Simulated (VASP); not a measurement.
```yaml
crystal:
  lattice:
    - [6.23767, 0.00000, 0.00000]
    - [0.00000, 6.23767, 0.00000]
    - [0.00000, 0.00000, 6.23767]
  atoms:
    - { symbol: Cs, position: [0.00000, 0.00000, 0.00000] }
    - { symbol: Sn, position: [0.50000, 0.50000, 0.50000] }
    - { symbol: I, position: [0.50000, 0.00000, 0.50000] }
    - { symbol: I, position: [0.00000, 0.50000, 0.50000] }
    - { symbol: I, position: [0.50000, 0.50000, 0.00000] }
```

Calculation: PW91 GGA, VASP's PBE PAW potentials (set 64) (plane waves; VASP 6.6.1). Run with 520 eV cut-off, 4×4×4 Γ-centred mesh, tetrahedra with Blöchl corrections, potentials Cs_sv Sn_d I.

The cores are frozen, which limits the accuracy of field gradients.

Task: Give the principal components of the electric field gradient (V/Å²) and the asymmetry η at each nucleus.

Result: 
| atom | Vxx | Vyy | Vzz | η |
|---|---|---|---|---|
| Cs1 | 0.0 | 0.0 | 0.0 | - |
| Sn2 | 0.0 | 0.0 | 0.0 | - |
| I3 | -183.1 | -183.1 | 366.3 | 0.00 |
| I4 | -183.1 | -183.1 | 366.3 | 0.00 |
| I5 | -183.1 | -183.1 | 366.3 | 0.00 |

The compound is CsSnI3 in the cubic perovskite structure, the ideal cubic form; the compound distorts at low or room temperature. It was relaxed first.
